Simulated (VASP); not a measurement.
OSZICAR of a VASP run on NiSi$_{2}$ (space group Fm-3m):

OSZICAR:
```
       N       E                     dE             d eps       ncg     rms          rms(c)
DAV:   1     0.497706393973E+02    0.49771E+02   -0.56080E+03  1488   0.895E+02
DAV:   2    -0.167446139856E+02   -0.66515E+02   -0.62555E+02  1546   0.201E+02
DAV:   3    -0.193432220657E+02   -0.25986E+01   -0.25235E+01  1892   0.432E+01
DAV:   4    -0.193870628687E+02   -0.43841E-01   -0.43775E-01  1725   0.586E+00
DAV:   5    -0.193880832835E+02   -0.10204E-02   -0.10202E-02  1863   0.881E-01    0.163E+01
DAV:   6    -0.239460191644E+02   -0.45579E+01   -0.53707E+01  1607   0.171E+02    0.243E+01
DAV:   7    -0.174848599797E+02    0.64612E+01   -0.15540E+01  1741   0.107E+02    0.397E+00
DAV:   8    -0.174357812496E+02    0.49079E-01   -0.21824E+00  2137   0.239E+01    0.274E+00
DAV:   9    -0.173862521624E+02    0.49529E-01   -0.29532E-01  1740   0.109E+01    0.609E-01
DAV:  10    -0.173845808529E+02    0.16713E-02   -0.11320E-02  1914   0.217E+00    0.251E-01
DAV:  11    -0.173847009122E+02   -0.12006E-03   -0.98994E-04  1677   0.237E-01    0.423E-02
DAV:  12    -0.173847349389E+02   -0.34027E-04   -0.47760E-05  1888   0.109E-01    0.219E-02
DAV:  13    -0.173847357583E+02   -0.81944E-06   -0.22637E-05  1721   0.949E-02    0.820E-03
DAV:  14    -0.173847360124E+02   -0.25410E-06   -0.16207E-06  1377   0.153E-02
   1 F= -.17384736E+02 E0= -.17357966E+02  d E =-.535400E-01
```

**Question.** Which electronic solver shows in the log?

**Answer.** It is blocked Davidson (ALGO = Normal, or the opening steps of other solvers). The INCAR had ALGO = Normal.

**Question.** How was spin treated?

**Answer.** Without spin polarisation: there is no mag entry.

**Question.** Can the final energy be trusted as converged?

**Answer.** The run converged. It stopped with EDIFF = 1E-6, NELM = 100 (PBE GGA, plane waves, VASP's PBE PAW potentials (set 64)).

The structure is a typed NiSi2 crystal (Fm-3m). The cell was not relaxed at this level. The run is not spin-polarised, so no magnetic state was tried.
